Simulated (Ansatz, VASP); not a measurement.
## Sr3Sc: VASP beside Ansatz

```xyz
4
Lattice="-2.7813 2.7813 5.7867 2.7813 -2.7813 5.7867 2.7813 2.7813 -5.7867" Properties=species:S:1:pos:R:3 pbc="T T T"
Sr    0.0000    0.0000    5.7867
Sr    2.7813    0.0000    2.8934
Sr    0.0000    2.7813    2.8934
Sc    0.0000    0.0000    0.0000
```

The cell comes from a database or a generator and needn't be the stable form of this composition.

Alike in both runs: task single point; functional PBE; k mesh 7 × 7 × 7; occupations fermi-dirac, width 0.05 eV; no spin polarisation.

|  | VASP | Ansatz |
| --- | --- | --- |
| version | VASP 6.6.1 | Ansatz 0.2.0 |
| potentials or method | VASP PAW PBE potentials, release 64 (Sr_sv, Sc_sv) | Ansatz PAW |
| plane-wave cutoff (eV) | 520 | 420 |
| valence electrons in the cell | 41 | 41 |

|  | VASP | Ansatz | Ansatz less VASP |
| --- | --- | --- | --- |
| gap on the k mesh at the Fermi level (eV) | none | none | - |
| pressure (GPa) | 0.0 | 0.0 | -0.01 |
| largest component of the traceless stress (GPa) | 0.22 | 0.22 | -0.001 |

A gap of «none» marks a metal or a gap that the smearing closes. The functional is the same, so the differences come from potentials, cutoffs and numerics.
